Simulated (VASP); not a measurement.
Method: HSE06 screened hybrid, VASP's PBE PAW potentials (set 64) (plane waves; VASP 6.6.1).

A VASP calculation is set up with these files.

**KPOINTS**
```
Automatic mesh
0
Gamma
1 1 1
0 0 0
```

**INCAR**
```
ISYM=0
LCHARG=.FALSE.
ISIF=0
MAGMOM=64*0.0156
LORBIT=10
PRECFOCK=Fast
EDIFF=1E-5
LREAL=Auto
ENCUT=400
LWAVE=.FALSE.
LASPH=.TRUE.   ! aspherical one-centre terms
LHFCALC=.TRUE.
NELMIN=4
ALGO=Normal   ! blocked Davidson
SYSTEM=Ga32As31S
HFSCREEN=0.2   ! 1/Angstrom
SIGMA=0.05   ! width (eV)
LMAXMIX=4   ! l cut-off of mixed one-centre charges
NUPDOWN=1
NELM=50   ! most electronic steps
ISPIN=2   ! spin-polarised
AEXX=0.25
ISMEAR=0
GGA=PE
PREC=Normal
```

POSCAR:
```
Ga32As31S
1
   11.5222104216     0.0000000000     0.0000000000
    0.0000000000    11.5222104216     0.0000000000
    0.0000000000     0.0000000000    11.5222104216
Ga As S
32 31 1
Direct
  0.4992966411   0.0001058500   0.9999061851
  0.7500596208   0.2498742598   0.9991145972
  0.7498801482   0.9990863594   0.2497987623
  0.0001976913   0.9998972306   0.9998638406
  0.2497173237   0.2491091141   0.9996879370
  0.4999604163   0.5002443131   0.9988806426
  0.7508671123   0.7498197578   0.9999092438
  0.2498368364   0.9999076993   0.2493377101
  0.4977021410   0.2482754677   0.2479080962
  0.7503700847   0.5006054952   0.2485318769
  0.4997504932   0.9990356794   0.4998393707
  0.7511026620   0.2472807898   0.5013395989
  0.7508729755   0.9996019504   0.7502533621
  0.9997478441   0.5008292653   0.9999600133
  0.2499044619   0.7502043475   0.9998513748
  0.0007964675   0.2501409178   0.2499155968
  0.2487947664   0.4999932985   0.2498731580
  0.5001202584   0.7510512119   0.2497802124
  0.0000801199   0.9998525707   0.5008790457
  0.2490933855   0.2499088857   0.4999444466
  0.4972264779   0.5022520068   0.5018718414
  0.7500120028   0.7504514870   0.4998395389
  0.2498761142   0.9999187147   0.7501698937
  0.4999832782   0.2502458605   0.7508558346
  0.7499259805   0.4996930511   0.7502686374
  0.9994650414   0.7495827304   0.2495286716
  0.0001906644   0.4998772200   0.4999145103
  0.2494893237   0.7502649138   0.5008944590
  0.9996284240   0.2495891127   0.7495845211
  0.2495786695   0.5007540666   0.7501905488
  0.4994235481   0.7500516691   0.7499109950
  0.0001695285   0.7500992867   0.7501418700
  0.6256945878   0.1254406850   0.1253535446
  0.8743590931   0.3741990674   0.1254938986
  0.8746187584   0.1252263382   0.3740168730
  0.1250113501   0.1249542639   0.1250143589
  0.3751272676   0.3759414826   0.1250726720
  0.6241531432   0.6245072693   0.1253958790
  0.8750293623   0.8748978892   0.1249509503
  0.3752401218   0.1253347545   0.3757131181
  0.8739955300   0.6239960630   0.3755603870
  0.6239184951   0.1250571610   0.6247995178
  0.8741025324   0.3754448781   0.6240645895
  0.8750976394   0.1249956633   0.8748986170
  0.1247910632   0.6251436099   0.1249244752
  0.3749425747   0.8751647429   0.1249143438
  0.1248528745   0.3750184558   0.3751113502
  0.3750176096   0.6249711319   0.3739042127
  0.6250657265   0.8749914233   0.3750218932
  0.1249327330   0.1250484556   0.6250585796
  0.3751239118   0.3742248689   0.6247012396
  0.6256334718   0.6245359361   0.6244730453
  0.8749881729   0.8748456410   0.6249601397
  0.3750249688   0.1250187993   0.8749632070
  0.6250952154   0.3750474917   0.8749576803
  0.8748883586   0.6248650619   0.8747728653
  0.1247393311   0.8749239751   0.3748639379
  0.1247631558   0.6248770546   0.6249420287
  0.3749236070   0.8749554194   0.6250435033
  0.1246954649   0.3749553517   0.8750239858
  0.3749125727   0.6251339245   0.8748402952
  0.6249242534   0.8748951083   0.8751552394
  0.1250352649   0.8750209559   0.8750307362
  0.6237122849   0.3745644932   0.3752764427
```

POTCAR, in this order: Ga As S (PBE.64 set). Program: vasp_gam. Read from the step before: WAVECAR.

What VASP printed:

OSZICAR:
```
       N       E                     dE             d eps       ncg     rms          rms(c)
DAV:   1    -0.311902212190E+03   -0.31190E+03   -0.22061E+01   644   0.125E+01    0.136E+01
DAV:   2    -0.312037807199E+03   -0.13560E+00   -0.57474E-01   710   0.115E+00    0.906E+00
DAV:   3    -0.311984331562E+03    0.53476E-01   -0.32347E-02   720   0.314E-01    0.530E+00
DAV:   4    -0.311964065050E+03    0.20267E-01   -0.14325E-02   744   0.197E-01    0.300E+00
DAV:   5    -0.311957712651E+03    0.63524E-02   -0.45022E-03   742   0.107E-01    0.169E+00
DAV:   6    -0.311955530229E+03    0.21824E-02   -0.97996E-04   702   0.560E-02    0.939E-01
DAV:   7    -0.311954767282E+03    0.76295E-03   -0.28998E-04   710   0.333E-02    0.516E-01
DAV:   8    -0.311954523014E+03    0.24427E-03   -0.11221E-04   688   0.213E-02    0.280E-01
DAV:   9    -0.311954453447E+03    0.69567E-04   -0.36980E-05   550   0.126E-02    0.150E-01
DAV:  10    -0.311954437612E+03    0.15835E-04   -0.12705E-05   374   0.780E-03    0.819E-02
DAV:  11    -0.311954436858E+03    0.75397E-06   -0.51982E-06   366   0.478E-03
   1 F= -.31195444E+03 E0= -.31195444E+03  d E =-.569051E-12  mag=     1.0000
```

### OUTCAR
```
------------------------ aborting loop because EDIFF is reached ----------------------------------------
  volume of cell :     1529.70
      direct lattice vectors                 reciprocal lattice vectors
    11.522210422  0.000000000  0.000000000     0.086788903  0.000000000  0.000000000
     0.000000000 11.522210422  0.000000000     0.000000000  0.086788903  0.000000000
     0.000000000  0.000000000 11.522210422     0.000000000  0.000000000  0.086788903
  FREE ENERGIE OF THE ION-ELECTRON SYSTEM (eV)
  ---------------------------------------------------
  free  energy   TOTEN  =      -311.9544368579 eV

  energy  without entropy=     -311.9544368579  energy(sigma->0) =     -311.95443686

  exchange ACFDT corr.  =         0.00000000  see jH, gK, PRB 81, 115126

 total charge

# of ion       s       p       d       tot
------------------------------------------
    1        1.097   1.173   0.135   2.405
    2        1.090   1.185   0.137   2.411
    3        1.090   1.185   0.137   2.412
    4        1.091   1.179   0.136   2.406
    5        1.097   1.173   0.135   2.404
    6        1.090   1.184   0.137   2.411
    7        1.097   1.172   0.134   2.404
    8        1.097   1.173   0.135   2.405
    9        1.102   1.095   0.135   2.332
   10        1.102   1.092   0.134   2.329
   11        1.090   1.185   0.137   2.412
   12        1.103   1.092   0.134   2.329
   13        1.097   1.171   0.134   2.403
   14        1.097   1.172   0.134   2.403
   15        1.091   1.180   0.136   2.406
   16        1.090   1.184   0.137   2.411
   17        1.090   1.184   0.137   2.410
   18        1.090   1.184   0.137   2.411
   19        1.097   1.172   0.134   2.404
   20        1.090   1.185   0.137   2.412
   21        1.103   1.093   0.134   2.331
   22        1.090   1.185   0.137   2.411
   23        1.091   1.180   0.136   2.406
   24        1.090   1.185   0.137   2.411
   25        1.090   1.185   0.137   2.412
   26        1.097   1.171   0.134   2.403
   27        1.090   1.185   0.137   2.412
   28        1.097   1.172   0.134   2.404
   29        1.097   1.172   0.135   2.404
   30        1.097   1.172   0.135   2.404
   31        1.097   1.173   0.135   2.405
   32        1.091   1.180   0.136   2.407
   33        1.220   1.616   0.025   2.861
   34        1.220   1.616   0.025   2.861
   35        1.220   1.616   0.025   2.861
   36        1.218   1.622   0.026   2.865
   37        1.220   1.616   0.025   2.861
   38        1.220   1.616   0.025   2.861
   39        1.218   1.621   0.026   2.865
   40        1.220   1.617   0.025   2.862
   41        1.220   1.616   0.025   2.861
   42        1.220   1.616   0.025   2.861
   43        1.220   1.617   0.025   2.862
   44        1.218   1.621   0.026   2.865
   45        1.218   1.621   0.026   2.865
   46        1.218   1.622   0.026   2.865
   47        1.214   1.626   0.026   2.866
   48        1.220   1.616   0.025   2.861
   49        1.214   1.626   0.026   2.866
   50        1.218   1.622   0.026   2.865
   51        1.220   1.616   0.025   2.861
   52        1.220   1.617   0.025   2.862
   53        1.218   1.622   0.026   2.865
   54        1.218   1.622   0.026   2.866
   55        1.214   1.626   0.026   2.866
   56        1.218   1.622   0.026   2.865
   57        1.225   1.609   0.025   2.859
   58        1.218   1.622   0.026   2.865
   59        1.218   1.622   0.026   2.865
   60        1.225   1.609   0.025   2.859
   61        1.218   1.622   0.026   2.865
   62        1.225   1.609   0.025   2.859
   63        1.215   1.623   0.026   2.864
   64        1.335   2.364   0.000   3.699
--------------------------------------------------
tot         74.138  89.918   5.126 169.182

 magnetization (x)

# of ion       s       p       d       tot
------------------------------------------
    1        0.021   0.001  -0.000   0.022
    2        0.010   0.000  -0.000   0.010
    3        0.010   0.000  -0.000   0.010
    4        0.013   0.001  -0.000   0.013
    5        0.021   0.001  -0.000   0.022
    6        0.010   0.000  -0.000   0.010
    7        0.021   0.001  -0.000   0.022
    8        0.021   0.001  -0.000   0.022
    9        0.024   0.004  -0.000   0.028
   10        0.025   0.004  -0.000   0.029
   11        0.010   0.000  -0.000   0.010
   12        0.024   0.005  -0.000   0.029
   13        0.021   0.001  -0.000   0.022
   14        0.021   0.001  -0.000   0.022
   15        0.013   0.001  -0.000   0.013
   16        0.010   0.000  -0.000   0.010
   17        0.010   0.000  -0.000   0.010
   18        0.010   0.000  -0.000   0.010
   19        0.021   0.001  -0.000   0.022
   20        0.010   0.000  -0.000   0.010
   21        0.024   0.005  -0.000   0.028
...
```
(Selected blocks of OUTCAR.)

The supercell is sampled at Γ alone, which is coarse: total energies, pressure and levels can be off, energies of defects by several tenths of an eV.

The cell is a supercell with a defect, built from GaAs (zinc blende): S_As. The cell's shape comes from a PBE relaxation.
